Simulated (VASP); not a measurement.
Data:

```yaml
crystal:
  lattice:
    - [1.50227, -2.60201, 0.00000]
    - [1.50227, 2.60201, 0.00000]
    - [0.00000, 0.00000, 3.18286]
  atoms:
    - { symbol: Ti, position: [0.00000, 0.00000, 0.00000] }
    - { symbol: B, position: [0.33333, 0.66667, 0.50000] }
    - { symbol: B, position: [0.66667, 0.33333, 0.50000] }
```

Computed with PBE GGA with D3 dispersion (Becke-Johnson damping), VASP's PBE PAW potentials (set 64) (plane waves; VASP). Settings: 520 eV cut-off, Gaussian smearing of 0.050 eV, potentials Ti_sv B.

Q: Give the energies of bands 6 to 12 at the high-symmetry points, in eV from the Fermi level.

A: 
```json
[
 {"band": "6", "Γ": "-2.79", "M": "-9.39", "K": "-8.48", "A": "-7.82", "L": "-7.69", "H": "-8.78"},
 {"band": "7", "Γ": "-2.79", "M": "-3.42", "K": "-7.58", "A": "-0.67", "L": "-4.86", "H": "-5.87"},
 {"band": "8", "Γ": "-2.36", "M": "-3.36", "K": "-1.97", "A": "-0.67", "L": "-4.01", "H": "-3.31"},
 {"band": "9", "Γ": "-2.26", "M": "-2.43", "K": "-1.97", "A": "-0.31", "L": "-3.25", "H": "-3.31"},
 {"band": "10", "Γ": "1.90", "M": "1.32", "K": "1.35", "A": "-0.31", "L": "2.55", "H": "2.56"},
 {"band": "11", "Γ": "1.90", "M": "2.77", "K": "1.35", "A": "0.37", "L": "2.96", "H": "4.38"},
 {"band": "12", "Γ": "3.75", "M": "3.27", "K": "1.96", "A": "0.37", "L": "4.64", "H": "4.38"}
]
```

It has no gap at this level: it comes out as a metal or semimetal.

The compound is TiB2 in the AlB2 type structure. It was relaxed first.
